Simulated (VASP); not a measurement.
Level of theory: r2SCAN meta-GGA, VASP's PBE PAW potentials (set 64) (plane waves; VASP).

VASP ran on this input.

POSCAR:
```
ZrC
1.0
  0.0000000000   2.2746123719   2.2746123719
  2.2746123719   0.0000000000   2.2746123719
  2.2746123719   2.2746123719   0.0000000000
Zr C
1 1
Direct
  0.0000000000   0.0000000000   0.0000000000
  0.5000000000   0.5000000000   0.5000000000
```

File KPOINTS:
```
Automatic mesh
0
Gamma
12 12 12
0 0 0
```

INCAR:
```
LWAVE = .FALSE.
LCHARG = .FALSE.
LASPH = .TRUE.
ENCUT = 600   # plane-wave cut-off (eV)
METAGGA = R2SCAN
LREAL = .FALSE.
PSTRESS = 300
SYSTEM = ZrC
NSW = 40   # most ionic steps
ALGO = Normal
SIGMA = 0.1
ISMEAR = 1   # Methfessel-Paxton
LMIXTAU = .TRUE.
LMAXMIX = 4
PREC = Accurate
EDIFFG = -0.01
NELM = 100
EDIFF = 1E-7   # SCF stop (eV)
ISIF = 3   # ions, shape and volume
IBRION = 2   # conjugate gradients
```

POTCAR, in this order: Zr_sv C (PBE.64 set). Program: vasp_std.

The resulting files:

OSZICAR:
```
       N       E                     dE             d eps       ncg     rms          rms(c)
DAV:   1     0.104700121271E+03    0.10470E+03   -0.10030E+04  1728   0.155E+03
DAV:   2    -0.367908581448E+02   -0.14149E+03   -0.13278E+03  2004   0.370E+02
DAV:   3    -0.437815515664E+02   -0.69907E+01   -0.68351E+01  2676   0.717E+01
DAV:   4    -0.440582248081E+02   -0.27667E+00   -0.27625E+00  2272   0.127E+01
DAV:   5    -0.440639551850E+02   -0.57304E-02   -0.57300E-02  2548   0.151E+00    0.276E+01
DAV:   6    -0.336992426029E+02    0.10365E+02   -0.11497E+01  1996   0.334E+01    0.862E+00
DAV:   7    -0.345218194743E+02   -0.82258E+00   -0.47910E-01  1944   0.864E+00    0.552E+00
DAV:   8    -0.341201190043E+02    0.40170E+00   -0.53291E-01  1952   0.888E+00    0.134E+00
DAV:   9    -0.344797580746E+02   -0.35964E+00   -0.37031E-01  1908   0.638E+00    0.637E-01
DAV:  10    -0.344949868023E+02   -0.15229E-01   -0.12333E-02  1948   0.114E+00    0.542E-01
DAV:  11    -0.344957792502E+02   -0.79245E-03   -0.79227E-03  2008   0.658E-01    0.256E-01
DAV:  12    -0.344938386891E+02    0.19406E-02   -0.21506E-03  1820   0.580E-01    0.689E-02
DAV:  13    -0.344950847102E+02   -0.12460E-02   -0.72846E-04  1896   0.288E-01    0.584E-02
DAV:  14    -0.344953539530E+02   -0.26924E-03   -0.58796E-04  2020   0.218E-01    0.260E-02
DAV:  15    -0.344953592499E+02   -0.52970E-05   -0.13938E-05  2176   0.341E-02    0.231E-02
DAV:  16    -0.344953472558E+02    0.11994E-04   -0.53967E-05  1996   0.635E-02    0.327E-02
DAV:  17    -0.344953679799E+02   -0.20724E-04   -0.64253E-05  1992   0.599E-02    0.678E-03
DAV:  18    -0.344953638645E+02    0.41154E-05   -0.18712E-06  1828   0.144E-02    0.664E-03
DAV:  19    -0.344953652696E+02   -0.14051E-05   -0.34939E-08  1100   0.226E-03    0.491E-03
DAV:  20    -0.344953623284E+02    0.29411E-05   -0.15277E-07  1016   0.540E-03    0.177E-03
DAV:  21    -0.344953640914E+02   -0.17629E-05   -0.22506E-07  1580   0.446E-03    0.753E-04
DAV:  22    -0.344953635395E+02    0.55187E-06   -0.22770E-08   896   0.204E-03    0.381E-04
DAV:  23    -0.344953639216E+02   -0.38211E-06   -0.42320E-09   880   0.823E-04    0.110E-04
DAV:  24    -0.344953637216E+02    0.19998E-06   -0.12183E-09   876   0.413E-04    0.830E-05
DAV:  25    -0.344953637415E+02   -0.19835E-07   -0.24362E-10   876   0.155E-04
   1 F= -.30088163E+02 E0= -.30088131E+02  d E =-.300882E+02
```

File OUTCAR:
```
------------------------ aborting loop because EDIFF is reached ----------------------------------------
  FORCE on cell =-STRESS in cart. coord.  units (eV):
  Direction    XX          YY          ZZ          XY          YZ          ZX
  --------------------------------------------------------------------------------------
  Total        4.4109787      4.4109787      4.4109787      0.0000000      0.0000000     -0.0000000
  in kB      300.2571470    300.2571470    300.2571470      0.0000000      0.0000000     -0.0000000
  external PRESSURE =       0.2571470 kB  Pullay stress =     300.0000000 kB
  volume of cell :       23.54
      direct lattice vectors                 reciprocal lattice vectors
     0.000000000  2.274612372  2.274612372    -0.219817674  0.219817674  0.219817674
     2.274612372  0.000000000  2.274612372     0.219817674 -0.219817674  0.219817674
     2.274612372  2.274612372  0.000000000     0.219817674  0.219817674 -0.219817674
 POSITION                                       TOTAL-FORCE (eV/Angst)
 -----------------------------------------------------------------------------------
      0.00000      0.00000      0.00000         0.000000      0.000000      0.000000
      2.27461      2.27461      2.27461        -0.000000     -0.000000     -0.000000
 -----------------------------------------------------------------------------------
    total drift:                                0.000000      0.000000      0.000000
  FREE ENERGIE OF THE ION-ELECTRON SYSTEM (eV)
  ---------------------------------------------------
  free  energy   TOTEN  =       -34.4953637415 eV

  energy  without entropy=      -34.4952676344  energy(sigma->0) =      -34.49533171
  enthalpy is  TOTEN    =       -30.0881627305 eV   P V=        4.4072010109

 reached required accuracy - stopping structural energy minimisation
```
(Selected blocks of OUTCAR.)

File OUTCAR:
```
 val. band max:       10.8880455120   @ k =   0.0833   0.0000   0.0000

 cond. band min:      10.9540389744   @ k =   0.5000   0.5000   0.0000


 Fermi energy:        10.9183953889

 k-point     1 :       0.0000    0.0000    0.0000
  band No.  band energies     occupation
      1     -38.6286      2.00000
      2     -15.5456      2.00000
      3     -15.5456      2.00000
      4     -15.5456      2.00000
      5      -1.5531      2.00000
      6      11.7639     -0.00000
      7      11.7639     -0.00000
      8      11.7639     -0.00000
      9      12.1625     -0.00000
     10      12.1625     -0.00000
     11      12.1625     -0.00000
     12      14.0801      0.00000

 k-point     2 :       0.0833    0.0000    0.0000
  band No.  band energies     occupation
      1     -38.6177      2.00000
      2     -15.6391      2.00000
      3     -15.5526      2.00000
      4     -15.5526      2.00000
      5      -1.3607      2.00000
      6      10.6764      2.00329
      7      10.8880      1.48840
      8      10.8880      1.48839
      9      12.4809     -0.00000
     10      12.4809     -0.00000
     11      12.8861     -0.00000
     12      15.0243      0.00000

 k-point     3 :       0.1667    0.0000    0.0000
  band No.  band energies     occupation
      1     -38.5875      2.00000
      2     -15.8865      2.00000
      3     -15.5716      2.00000
      4     -15.5716      2.00000
      5      -0.8234      2.00000
      6       9.2312      2.00000
      7       9.7063      2.00000
      8       9.7063      2.00000
      9      13.0366      0.00000
     10      13.0366      0.00000
     11      13.4876      0.00000
     12      16.7765      0.00000

 k-point     4 :       0.2500    0.0000    0.0000
  band No.  band energies     occupation
      1     -38.5461      2.00000
      2     -16.2082      2.00000
      3     -15.5974      2.00000
      4     -15.5974      2.00000
      5      -0.0435      2.00000
      6       7.7883      2.00000
...
```

The compound is ZrC in the rock salt structure. It was relaxed first under an external pressure of 30 GPa.
